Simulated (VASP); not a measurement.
Here is the system:

```
CELL_PARAMETERS angstrom
      0.00000     2.72557     2.72557
      2.72557     0.00000     2.72557
      2.72557     2.72557     0.00000
ATOMIC_POSITIONS crystal
  Si 0.25000 0.25000 0.25000
  Si 0.75000 0.75000 0.75000
  Ni 0.00000 0.00000 0.00000
```

All values below come from PBE GGA, VASP's PBE PAW potentials (set 64) (plane waves; VASP). Numerical set-up: 400 eV cut-off, 9×9×9 Γ-centred mesh, first-order Methfessel-Paxton smearing of 0.10 eV, potentials Si Ni.

Question: What does the run give for the energy per atom (σ→0), band gap (on the k-mesh) with the smallest direct gap where there is one?

Answer: 
The band gap (on the k-mesh) is none (metal, semimetal or under 0.01 eV) and the energy per atom (σ→0) is -558.8 kJ/mol of atoms.

Only differences to runs with the same potentials and settings are physical.

The compound is NiSi2 in the fluorite structure. It was relaxed first. The start is the result of an earlier pass. The run is not spin-polarised, so no magnetic state was tried.
